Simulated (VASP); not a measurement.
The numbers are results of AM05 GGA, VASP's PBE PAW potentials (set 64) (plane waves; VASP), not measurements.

VASP input:

**INCAR**
```
LASPH=.TRUE.
SYSTEM=GaN
ENCUT=520
NEDOS=601   # DOS grid
LEFG=.TRUE.
ISIF=2
EDIFF=1E-7   # SCF stop (eV)
LMAXMIX=4
LCHARG=.TRUE.
LREAL=.FALSE.   # projection in real space or not
GGA=AM   # AM05
ALGO=Normal
LORBIT=11   # lm-projected
PREC=Accurate
LWAVE=.FALSE.
NELM=100
ISMEAR=-5   # tetrahedra, Bloechl
```

File KPOINTS:
```
Automatic mesh
0
Gamma
9 9 5
0 0 0
```

**POSCAR**
```
GaN
1
    1.5905298190    -2.7548784197     0.0000000000
    1.5905298190     2.7548784197     0.0000000000
    0.0000000000     0.0000000000     5.1773251999
Ga N
2 2
Direct
  0.6666670000   0.3333330000   0.5000215750
  0.3333330000   0.6666670000   0.0000215750
  0.6666670000   0.3333330000   0.8769784250
  0.3333330000   0.6666670000   0.3769784250
```

POTCAR, in this order: Ga_d N (PBE.64 set). Program: vasp_std.

The resulting files:

**OSZICAR**
```
       N       E                     dE             d eps       ncg     rms          rms(c)
DAV:   1     0.275603729087E+03    0.27560E+03   -0.18448E+04  1638   0.308E+03
DAV:   2     0.498471205233E+01   -0.27062E+03   -0.26292E+03  1770   0.530E+02
DAV:   3    -0.275379665580E+02   -0.32523E+02   -0.32304E+02  1782   0.153E+02
DAV:   4    -0.289166863521E+02   -0.13787E+01   -0.13745E+01  2308   0.327E+01
DAV:   5    -0.289331873305E+02   -0.16501E-01   -0.16497E-01  1724   0.348E+00    0.102E+01
DAV:   6    -0.253399883279E+02    0.35932E+01   -0.13154E+01  2906   0.564E+01    0.318E+00
DAV:   7    -0.254203879236E+02   -0.80400E-01   -0.15182E+00  1704   0.998E+00    0.268E+00
DAV:   8    -0.254095002941E+02    0.10888E-01   -0.28022E-01  2724   0.796E+00    0.917E-01
DAV:   9    -0.253861112566E+02    0.23389E-01   -0.11240E-01  2872   0.574E+00    0.308E-01
DAV:  10    -0.253871152594E+02   -0.10040E-02   -0.54064E-03  1958   0.832E-01    0.108E-01
DAV:  11    -0.253870399628E+02    0.75297E-04   -0.15924E-03  2554   0.740E-01    0.292E-02
DAV:  12    -0.253870576317E+02   -0.17669E-04   -0.17190E-04  1754   0.103E-01    0.185E-02
DAV:  13    -0.253870571431E+02    0.48862E-06   -0.24333E-05  2344   0.919E-02    0.463E-03
DAV:  14    -0.253870576553E+02   -0.51213E-06   -0.49696E-06  1848   0.176E-02    0.923E-04
DAV:  15    -0.253870576469E+02    0.83501E-08   -0.11845E-07  1364   0.518E-03
   1 F= -.25387058E+02 E0= -.25387058E+02  d E =0.000000E+00
```

OUTCAR:
```
------------------------ aborting loop because EDIFF is reached ----------------------------------------
  FORCE on cell =-STRESS in cart. coord.  units (eV):
  Direction    XX          YY          ZZ          XY          YZ          ZX
  --------------------------------------------------------------------------------------
  Total       -0.0140990     -0.0140990      0.0357800      0.0000000      0.0000000      0.0000000
  in kB       -0.4978730     -0.4978730      1.2634867      0.0000000      0.0000000      0.0000000
  external PRESSURE =       0.0892469 kB  Pullay stress =       0.0000000 kB
  volume of cell :       45.37
      direct lattice vectors                 reciprocal lattice vectors
     1.590529819 -2.754878420  0.000000000     0.314360658 -0.181496213  0.000000000
     1.590529819  2.754878420  0.000000000     0.314360658  0.181496213  0.000000000
     0.000000000  0.000000000  5.177325200     0.000000000  0.000000000  0.193149930
  FREE ENERGIE OF THE ION-ELECTRON SYSTEM (eV)
  ---------------------------------------------------
  free  energy   TOTEN  =       -25.3870576469 eV

  energy  without entropy=      -25.3870576469  energy(sigma->0) =      -25.38705765

 total charge

# of ion       s       p       d       tot
------------------------------------------
    1        0.791   0.914  10.187  11.892
    2        0.791   0.914  10.187  11.892
    3        1.216   2.516   0.000   3.732
    4        1.216   2.516   0.000   3.732
--------------------------------------------------
tot          4.015   6.860  20.373  31.248

 Electric field gradients after diagonalization (V/A^2)
 (convention: |V_zz| > |V_xx| > |V_yy|)
----------------------------------------------------------------------
 ion       V_xx      V_yy      V_zz     asymmetry (V_yy - V_xx)/ V_zz
----------------------------------------------------------------------
   1      -2.375    -2.366     4.742       0.002
   2      -2.375    -2.366     4.742       0.002
   3      -0.375    -0.373     0.748       0.003
   4      -0.375    -0.373     0.748       0.003
```
(Selected blocks of OUTCAR.)

The compound is GaN in the wurtzite structure. It was relaxed first.
